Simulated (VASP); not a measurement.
Computed with PW91 GGA, VASP's PBE PAW potentials (set 64) (plane waves; VASP).

A VASP calculation is set up with these files.

**KPOINTS**
```
Automatic mesh
0
Gamma
12 12 12
0 0 0
```

**INCAR**
```
SYSTEM=TiCo
PREC=Accurate; ENCUT=520; LREAL=.FALSE.
LASPH=.TRUE.
EDIFF=1E-7; NELM=100; ALGO=Normal
LMAXMIX=4
ISMEAR=1; SIGMA=0.1
GGA=91
ISIF=2
LWAVE=.FALSE.; LCHARG=.FALSE.
```

### POSCAR
```
TiCo
1
    2.9983695697     0.0000000000     0.0000000000
    0.0000000000     2.9983695697     0.0000000000
    0.0000000000     0.0000000000     2.9983695697
Ti Co
1 1
Direct
  0.0000000000   0.0000000000   0.0000000000
  0.5000000000   0.5000000000   0.5000000000
```

POTCAR, in this order: Ti_sv Co (PBE.64 set). Program: vasp_std.

Output

**OUTCAR**
```
 ion  position               nearest neighbor table
   1  0.000  0.000  0.000-   2 2.60   2 2.60   2 2.60   2 2.60   2 2.60   2 2.60   2 2.60   2 2.60
  LATTYP: Found a simple cubic cell.
 ALAT       =     2.9983695697
 Subroutine PRICEL returns:
 Original cell was already a primitive cell.
 Subroutine GETGRP returns: Found 48 space group operations
The static configuration has the point symmetry O_h .
The dynamic configuration has the point symmetry O_h .
 Subroutine INISYM returns: Found 48 space group operations
 Subroutine IBZKPT returns following result:
 Found     84 irreducible k-points:

 Following reciprocal coordinates:
            Coordinates               Weight
  0.000000  0.000000  0.000000      1.000000
  0.083333  0.000000  0.000000      6.000000
  0.166667  0.000000  0.000000      6.000000
  0.250000  0.000000  0.000000      6.000000
  0.333333  0.000000  0.000000      6.000000
  0.416667  0.000000  0.000000      6.000000
  0.500000  0.000000  0.000000      3.000000
  0.083333  0.083333  0.000000     12.000000
  0.166667  0.083333  0.000000     24.000000
  0.250000  0.083333  0.000000     24.000000
  0.333333  0.083333  0.000000     24.000000
  0.416667  0.083333  0.000000     24.000000
  0.500000  0.083333  0.000000     12.000000
  0.166667  0.166667  0.000000     12.000000
  0.250000  0.166667  0.000000     24.000000
  0.333333  0.166667  0.000000     24.000000
  0.416667  0.166667  0.000000     24.000000
  0.500000  0.166667  0.000000     12.000000
  0.250000  0.250000  0.000000     12.000000
  0.333333  0.250000  0.000000     24.000000
  0.416667  0.250000  0.000000     24.000000
  0.500000  0.250000  0.000000     12.000000
  0.333333  0.333333  0.000000     12.000000
  0.416667  0.333333  0.000000     24.000000
  0.500000  0.333333  0.000000     12.000000
...
```

**OSZICAR**
```
       N       E                     dE             d eps       ncg     rms          rms(c)
DAV:   1     0.149972355245E+03    0.14997E+03   -0.10593E+04  2352   0.188E+03
DAV:   2    -0.869538658203E+01   -0.15867E+03   -0.15608E+03  2394   0.404E+02
DAV:   3    -0.176616353911E+02   -0.89662E+01   -0.88898E+01  3762   0.106E+02
DAV:   4    -0.179093983577E+02   -0.24776E+00   -0.24658E+00  2870   0.149E+01
DAV:   5    -0.179200670744E+02   -0.10669E-01   -0.10668E-01  3526   0.280E+00    0.126E+01
DAV:   6    -0.158702552617E+02    0.20498E+01   -0.12622E+01  3156   0.533E+01    0.547E+00
DAV:   7    -0.188903974045E+02   -0.30201E+01   -0.29165E+01  3916   0.486E+01    0.253E+01
DAV:   8    -0.155744913611E+02    0.33159E+01   -0.19643E+01  3588   0.409E+01    0.170E+00
DAV:   9    -0.156077859743E+02   -0.33295E-01   -0.27302E-01  2908   0.489E+00    0.187E+00
DAV:  10    -0.155933910126E+02    0.14395E-01   -0.81505E-02  3470   0.358E+00    0.507E-01
DAV:  11    -0.155915324518E+02    0.18586E-02   -0.65480E-03  2976   0.949E-01    0.331E-01
DAV:  12    -0.155909389026E+02    0.59355E-03   -0.18825E-03  3434   0.373E-01    0.121E-01
DAV:  13    -0.155907676677E+02    0.17123E-03   -0.46382E-04  3076   0.196E-01    0.497E-02
DAV:  14    -0.155907506187E+02    0.17049E-04   -0.10194E-04  3512   0.841E-02    0.902E-03
DAV:  15    -0.155907505250E+02    0.93747E-07   -0.81551E-06  2724   0.402E-02    0.151E-03
DAV:  16    -0.155907506196E+02   -0.94595E-07   -0.23666E-07  2498   0.604E-03
   1 F= -.15590751E+02 E0= -.15590123E+02  d E =-.188285E-02
```

File OUTCAR:
```
------------------------ aborting loop because EDIFF is reached ----------------------------------------
  FORCE on cell =-STRESS in cart. coord.  units (eV):
  Direction    XX          YY          ZZ          XY          YZ          ZX
  --------------------------------------------------------------------------------------
  Total       -0.8520216     -0.8520216     -0.8520216      0.0000000      0.0000000     -0.0000000
  in kB      -50.6413979    -50.6413979    -50.6413979      0.0000000      0.0000000     -0.0000000
  external PRESSURE =     -50.6413979 kB  Pullay stress =       0.0000000 kB
  volume of cell :       26.96
      direct lattice vectors                 reciprocal lattice vectors
     2.998369570  0.000000000  0.000000000     0.333514591  0.000000000  0.000000000
     0.000000000  2.998369570  0.000000000     0.000000000  0.333514591  0.000000000
     0.000000000  0.000000000  2.998369570     0.000000000  0.000000000  0.333514591
 POSITION                                       TOTAL-FORCE (eV/Angst)
 -----------------------------------------------------------------------------------
      0.00000      0.00000      0.00000         0.000000      0.000000      0.000000
      1.49918      1.49918      1.49918         0.000000      0.000000      0.000000
 -----------------------------------------------------------------------------------
    total drift:                                0.000000      0.000000     -0.000000
  FREE ENERGIE OF THE ION-ELECTRON SYSTEM (eV)
  ---------------------------------------------------
  free  energy   TOTEN  =       -15.5907506196 eV

  energy  without entropy=      -15.5888677711  energy(sigma->0) =      -15.59012300
```
(Selected blocks of OUTCAR.)

The compound is TiCo in the CsCl type structure. This cell is one point of a volume scan, at 1.03 of the reference volume. The run is not spin-polarised, so no magnetic state was tried. The electron count is odd and the run is not spin-polarised, which forces a metal.
